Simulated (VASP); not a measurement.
# Cl on Cu(100): which site?, part 2 of 7

Which site of Cu(100) does Cl prefer, and what does it do to the work function?

VASP 6.6.1, plane waves and PAW; the level of theory is named at each step.

So far. Step 3 (The bulk reference, job self-consistent run, k-mesh …): The run ends at a pressure of 0.80 GPa.

## 4. Surface relaxation

Level of this step: PBEsol; plane waves and PAW (Cu) (VASP).

System of this step: Cu(100). The cell holds 16 atoms: 16 Cu. Cell: a = 5.040 Å, b = 5.040 Å, c = 20.346 Å, α = 90.0°, β = 90.0°, γ = 90.0°. It derives from Cu. 4 layers of fcc Cu, cut at this functional's lattice. Vacuum lies along c.

The free atoms relax, while those held by selective dynamics keep their cut positions.

INCAR reads:

```
SYSTEM = Cu
PREC = Normal
ENCUT = 330
EDIFF = 1E-05
NELM = 120
ISMEAR = 1
SIGMA = 0.15
LREAL = Auto
ALGO = Fast
GGA = PS
NBANDS = 109
LASPH = .TRUE.
LORBIT = 11
LWAVE = .FALSE.
LCHARG = .FALSE.
KPAR = 2
NCORE = 2
IBRION = 2
NSW = 40
ISIF = 2
EDIFFG = -0.03
POTIM = 0.4
MAXMIX = 40
IDIPOL = 3
LDIPOL = .TRUE.
DIPOL = 0.5 0.5 0.5
```

POSCAR reads:

```
Cu
1.0
    5.0400546950      0.0000000000      0.0000000000
    0.0000000000      5.0400546950      0.0000000000
    0.0000000000      0.0000000000     20.3457852786
Cu
16
Selective dynamics
Direct
    0.2500000000      0.2500000000      0.3686267200  F F F
    0.7500000000      0.2500000000      0.3686267200  F F F
    0.2500000000      0.7500000000      0.3686267200  F F F
    0.7500000000      0.7500000000      0.3686267200  F F F
    0.0000000000      0.0000000000      0.4562089100  F F F
    0.5000000000      0.0000000000      0.4562089100  F F F
    0.0000000000      0.5000000000      0.4562089100  F F F
    0.5000000000      0.5000000000      0.4562089100  F F F
    0.2500000000      0.2500000000      0.5437910900  T T T
    0.7500000000      0.2500000000      0.5437910900  T T T
    0.2500000000      0.7500000000      0.5437910900  T T T
    0.7500000000      0.7500000000      0.5437910900  T T T
    0.0000000000      0.0000000000      0.6313732800  T T T
    0.5000000000      0.0000000000      0.6313732800  T T T
    0.0000000000      0.5000000000      0.6313732800  T T T
    0.5000000000      0.5000000000      0.6313732800  T T T
```

KPOINTS reads:

```
Automatic mesh
0
Gamma
5 5 1
0 0 0
```

Potentials, in the order of the species: Cu (PBE family, release 64).

Started as:

```sh
$ mpirun -np 4 vasp_std
```

Log:

```text
[banner, memory and clock lines left out]
running    4 mpi-ranks, on    1 nodes
 distrk:  each k-point on    2 cores,    2 groups
 distr:  one band on    2 cores,    1 groups

 POSCAR found type information on POSCAR Cu
 POSCAR found :  1 types and      16 ions
 [... a notice as in an earlier step ...]

 LDA part: xc-table for (Slater+PW92), standard interpolation
 POSCAR, INCAR and KPOINTS ok, starting setup
 FFT: planning ... GRIDC
 FFT: planning ... GRID_SOFT
 FFT: planning ... GRID
 WAVECAR not read
 entering main loop
       N       E                     dE             d eps       ncg     rms          rms(c)
DAV:   1     0.147018904021E+04    0.14702E+04   -0.57751E+04  1308   0.149E+03
DAV:   2     0.957515512664E+02   -0.13744E+04   -0.13231E+04  1308   0.378E+02
DAV:   3    -0.707170533771E+02   -0.16647E+03   -0.15223E+03  1354   0.184E+02
DAV:   4    -0.782252897753E+02   -0.75082E+01   -0.73721E+01  1432   0.533E+01
DAV:   5    -0.784202477980E+02   -0.19496E+00   -0.19439E+00  1520   0.703E+00    0.316E+01
RMM:   6    -0.697795328682E+02    0.86407E+01   -0.17125E+02  1313   0.103E+02    0.176E+01
RMM:   7    -0.632296610138E+02    0.65499E+01   -0.36557E+01  1309   0.509E+01    0.254E+00
RMM:   8    -0.632905038345E+02   -0.60843E-01   -0.26300E+00  1333   0.699E+00    0.224E+00
RMM:   9    -0.632771932594E+02    0.13311E-01   -0.63627E-01  1324   0.496E+00    0.536E-01
RMM:  10    -0.632842918905E+02   -0.70986E-02   -0.18216E-01  1535   0.195E+00    0.524E-01
RMM:  11    -0.632816095755E+02    0.26823E-02   -0.28323E-02  1414   0.809E-01    0.419E-01
RMM:  12    -0.632754968669E+02    0.61127E-02   -0.83830E-03  1337   0.551E-01    0.260E-01
RMM:  13    -0.632739928355E+02    0.15040E-02   -0.65830E-03  1323   0.404E-01    0.136E-01
RMM:  14    -0.632738615831E+02    0.13125E-03   -0.24076E-03  1334   0.294E-01    0.732E-02
RMM:  15    -0.632738406089E+02    0.20974E-04   -0.88106E-04  1401   0.141E-01    0.520E-02
RMM:  16    -0.632743352787E+02   -0.49467E-03   -0.72397E-04  1342   0.953E-02    0.397E-02
RMM:  17    -0.632747017409E+02   -0.36646E-03   -0.29763E-04  1321   0.935E-02    0.245E-02
RMM:  18    -0.632749594971E+02   -0.25776E-03   -0.16486E-04  1306   0.537E-02    0.197E-02
RMM:  19    -0.632750655368E+02   -0.10604E-03   -0.67773E-05  1073   0.482E-02    0.780E-03
RMM:  20    -0.632751489587E+02   -0.83422E-04   -0.37692E-05   873   0.226E-02    0.742E-03
RMM:  21    -0.632751822010E+02   -0.33242E-04   -0.13951E-05   778   0.235E-02    0.464E-03
RMM:  22    -0.632752204294E+02   -0.38228E-04   -0.68247E-06   758   0.157E-02    0.431E-03
RMM:  23    -0.632752417020E+02   -0.21273E-04   -0.29067E-06   755   0.114E-02    0.210E-03
RMM:  24    -0.632752457439E+02   -0.40418E-05   -0.83152E-07   734   0.480E-03
   1 F= -.63275246E+02 E0= -.63271205E+02  d E =-.632752E+02
 curvature:   0.00 expect dE= 0.000E+00 dE for cont linesearch  0.000E+00
 trial: gam= 0.00000 g(F)=  0.170E-01 g(S)=  0.000E+00 ort = 0.000E+00 (trialstep = 0.100E+01)
 search vector abs. value=  0.170E-01
 bond charge predicted
       N       E                     dE             d eps       ncg     rms          rms(c)
DAV:   1    -0.632821410553E+02   -0.68994E-02   -0.37474E+00  1432   0.611E+00    0.138E-01
RMM:   2    -0.632866838073E+02   -0.45428E-02   -0.49224E-02  1340   0.146E+00    0.130E-01
RMM:   3    -0.632888513521E+02   -0.21675E-02   -0.23159E-02  1652   0.657E-01    0.117E-01
RMM:   4    -0.632891938596E+02   -0.34251E-03   -0.26658E-03  1544   0.196E-01    0.143E-01
RMM:   5    -0.632885368194E+02    0.65704E-03   -0.93842E-04  1320   0.142E-01    0.970E-02
RMM:   6    -0.632884979992E+02    0.38820E-04   -0.64160E-04  1347   0.902E-02    0.836E-02
RMM:   7    -0.632884939765E+02    0.40227E-05   -0.14951E-04  1357   0.591E-02    0.718E-02
RMM:   8    -0.632884973268E+02   -0.33503E-05   -0.41460E-05   974   0.274E-02
   2 F= -.63288497E+02 E0= -.63284376E+02  d E =-.132516E-01
[...]
3 F= -.63284681E+02 E0= -.63280465E+02  d E =-.943523E-02
 curvature:   0.21 expect dE= 0.169E-02 dE for cont linesearch  0.167E-02
 ZBRENT: interpolating
 opt :   2.3191  next Energy=   -63.294998 (dE=-0.198E-01)
 bond charge predicted
       N       E                     dE             d eps       ncg     rms          rms(c)
DAV:   1    -0.632782045435E+02    0.64777E-02   -0.92387E+00  1404   0.956E+00    0.229E-01
RMM:   2    -0.632897866478E+02   -0.11582E-01   -0.11057E-01  1314   0.245E+00    0.352E-01
RMM:   3    -0.632938115500E+02   -0.40249E-02   -0.57164E-02  1618   0.108E+00    0.969E-02
RMM:   4    -0.632945953477E+02   -0.78380E-03   -0.72782E-03  1550   0.341E-01    0.758E-02
RMM:   5    -0.632946220611E+02   -0.26713E-04   -0.35564E-04  1527   0.852E-02    0.616E-02
RMM:   6    -0.632945889425E+02    0.33119E-04   -0.81721E-05  1118   0.406E-02    0.446E-02
RMM:   7    -0.632945673729E+02    0.21570E-04   -0.47550E-05  1052   0.369E-02    0.345E-02
RMM:   8    -0.632945584026E+02    0.89703E-05   -0.24156E-05   848   0.257E-02
   4 F= -.63294558E+02 E0= -.63290378E+02  d E =-.193127E-01
 curvature:  -0.80 expect dE=-0.155E-04 dE for cont linesearch -0.585E-06
 trial: gam=-0.00542 g(F)=  0.193E-04 g(S)=  0.000E+00 ort = 0.111E-03 (trialstep = 0.126E+01)
 search vector abs. value=  0.186E-04
 reached required accuracy - stopping structural energy minimisation
```

The job ended after 49 s (4 MPI ranks of Intel Xeon 6975P-C (Granite Rapids), shared host; peak memory 0.8 GiB; 3.2 min of CPU time).

Parts of OUTCAR (step 4):

```text
  LATTYP: Found a simple tetragonal cell.
 ALAT       =     5.0400546950
 C/A-ratio  =     4.0368183502

 Subroutine GETGRP returns: Found 16 space group operations
 (whereof  8 operations were pure point group operations)

The static configuration has the point symmetry C_4v.
 The point group associated with its full space group is D_4h.

 Found      6 irreducible k-points:

   k-points           NKPTS =      6   k-points in BZ     NKDIM =      6   number of bands    NBANDS=    109

   dimension x,y,z NGX =    24 NGY =   24 NGZ =   90
   dimension x,y,z NGXF=    48 NGYF=   48 NGZF=  180

   ENCUT  =  330.0 eV  24.25 Ry    4.92 a.u.   7.47  7.47 30.14*2*pi/ulx,y,z

   NELECT =     176.0000    total number of electrons

 dipolmoment           0.000000      0.000000     -0.002247 electrons x Angstroem

 E-fermi :  -0.2247

 k-point     1 :       0.0000    0.0000    0.0000
  band No.  band energies     occupation
    ...
     88      -0.5568      2.00754
     89      -0.2728      1.51355
     90      -0.2728      1.51355
     91      -0.2503      1.28400
     92      -0.2503      1.28400
     93       0.8884     -0.00000
     94       2.2779     -0.00000
     95       2.2779     -0.00000
     96       3.2611      0.00000
     97       3.2611      0.00000
    ...

 k-point     2 :       0.2000    0.0000    0.0000
  band No.  band energies     occupation
    ...
     84      -1.4828      2.00000
     85      -1.4592      2.00000
     86      -0.2983      1.73008
     87      -0.2579      1.36499
     88      -0.2555      1.34005
     89      -0.1236      0.09923
     90       0.1240     -0.00489
     91       0.1401     -0.00312
     92       1.3805     -0.00000
     93       1.4849     -0.00000
    ...

  Total       -6.1211723     -6.1211723     -0.7887932      0.0000000     -0.0000000      0.0000000
  in kB      -18.9758060    -18.9758060     -2.4452810      0.0000000     -0.0000000      0.0000000
  external PRESSURE =     -13.4656310 kB  Pullay stress =       0.0000000 kB

  energy-cutoff  :      330.00
  volume of cell :      516.83
      direct lattice vectors                 reciprocal lattice vectors
     5.040054695  0.000000000  0.000000000     0.198410545  0.000000000  0.000000000
     0.000000000  5.040054695  0.000000000     0.000000000  0.198410545  0.000000000
     0.000000000  0.000000000 20.345785279     0.000000000  0.000000000  0.049150229

 POSITION                                       TOTAL-FORCE (eV/Angst)
 -----------------------------------------------------------------------------------
      1.26001      1.26001      7.50000         0.000000     -0.000000      0.165795
      3.78004      1.26001      7.50000         0.000000     -0.000000      0.165795
      1.26001      3.78004      7.50000        -0.000000      0.000000      0.165795
      3.78004      3.78004      7.50000        -0.000000     -0.000000      0.165795
      0.00000      0.00000      9.28193        -0.000000      0.000000     -0.181496
      2.52003      0.00000      9.28193        -0.000000     -0.000000     -0.181496
      0.00000      2.52003      9.28193         0.000000     -0.000000     -0.181496
      2.52003      2.52003      9.28193        -0.000000      0.000000     -0.181496
      1.26001      1.26001     11.09038        -0.000000      0.000000      0.006862
      3.78004      1.26001     11.09038         0.000000      0.000000      0.006862
      1.26001      3.78004     11.09038         0.000000      0.000000      0.006862
      3.78004      3.78004     11.09038         0.000000     -0.000000      0.006862
      0.00000      0.00000     12.83249         0.000000      0.000000      0.008839
      2.52003      0.00000     12.83249        -0.000000      0.000000      0.008839
      0.00000      2.52003     12.83249        -0.000000      0.000000      0.008839
      2.52003      2.52003     12.83249         0.000000      0.000000      0.008839
 -----------------------------------------------------------------------------------
    total drift:                                0.000000      0.000000     -0.192017

  FREE ENERGIE OF THE ION-ELECTRON SYSTEM (eV)
  ---------------------------------------------------
  free  energy   TOTEN  =       -63.2945584026 eV

  energy  without entropy=      -63.2820157149  energy(sigma->0) =      -63.29037751

 vacuum level on the upper side and lower side of the slab         3.728         3.745

 total charge
# of ion       s       p       d       tot
------------------------------------------
    1        0.455   0.280   9.199   9.935
    2        0.455   0.280   9.199   9.935
    3        0.455   0.280   9.199   9.935
    4        0.455   0.280   9.199   9.935
    5        0.457   0.408   9.169  10.035
    6        0.457   0.408   9.169  10.035
    7        0.457   0.408   9.169  10.035
    8        0.457   0.408   9.169  10.035
    9        0.462   0.416   9.171  10.049
   10        0.462   0.416   9.171  10.049
   11        0.462   0.416   9.171  10.049
   12        0.462   0.416   9.171  10.049
   13        0.460   0.289   9.201   9.950
   14        0.460   0.289   9.201   9.950
   15        0.460   0.289   9.201   9.950
   16        0.460   0.289   9.201   9.950
--------------------------------------------------
tot          7.337   5.573 146.961 159.871

[... 1 part as in an earlier step ...]

[... 7 further parts left out ...]
```

The run keeps the 8 symmetry operations of its start, so it cannot find a distortion of lower symmetry.

Step by step:

| step | energy less that of the first step (eV) | largest force (eV/Å) |
| --- | --- | --- |
| 1 | 0.0000 | 0.2963 |
| 2 | -0.0133 | 0.1742 |
| 3 | -0.0094 | 0.1938 |
| 4 | -0.0193 | 0.0088 |

The atoms that moved most (Å):

| atom | dx | dy | dz | length |
| --- | --- | --- | --- | --- |
| Cu12 | 0.000 | 0.000 | 0.027 | 0.027 |
| Cu11 | 0.000 | 0.000 | 0.027 | 0.027 |
| Cu10 | 0.000 | 0.000 | 0.027 | 0.027 |
| Cu9 | 0.000 | 0.000 | 0.027 | 0.027 |
| Cu16 | 0.000 | 0.000 | -0.013 | 0.013 |
| Cu15 | 0.000 | 0.000 | -0.013 | 0.013 |
| Cu14 | 0.000 | 0.000 | -0.013 | 0.013 |
| Cu13 | 0.000 | 0.000 | -0.013 | 0.013 |

The relaxed structure:

```
Cu
1.0
     5.04005    0.00000    0.00000
     0.00000    5.04005    0.00000
     0.00000    0.00000   20.34579
Cu
16
Cartesian
  1.2600 1.2600 7.5000
  3.7800 1.2600 7.5000
  1.2600 3.7800 7.5000
  3.7800 3.7800 7.5000
  0.0000 0.0000 9.2819
  2.5200 0.0000 9.2819
  0.0000 2.5200 9.2819
  2.5200 2.5200 9.2819
  1.2600 1.2600 11.0904
  3.7800 1.2600 11.0904
  1.2600 3.7800 11.0904
  3.7800 3.7800 11.0904
  0.0000 0.0000 12.8325
  2.5200 0.0000 12.8325
  0.0000 2.5200 12.8325
  2.5200 2.5200 12.8325
```

Numbers from this step:

| Quantity | Value |
| --- | --- |
| electronic cycles | 53 |
| electrons | 176 |
| free energy (TOTEN) | -63.2946 eV |
| energy at zero smearing | -63.2904 eV |
| Fermi energy | -0.2247 eV |
| dipole moment | 0, 0, -0.002247 e·Å |

The run ended after 4 ionic steps, 0.019 eV below its first step, once the forces on the free atoms met EDIFFG = -0.03.

(Part 2 of 7 ends here.)

[Lines on the potential files, build, host, timing and source positions are cut from VASP's logs without a mark.]

[Logs are printed without paths, hosts, clocks, repeated set-up lines and the standing remarks that a program may print on its own settings, such as how far it seeks lower states.]

[Hosts, paths, dates, database ids (printed as entryN), source tags and the programs' standing remarks are cut or masked in the printed files.]

[Runs that stopped without an error message from VASP are left out.]
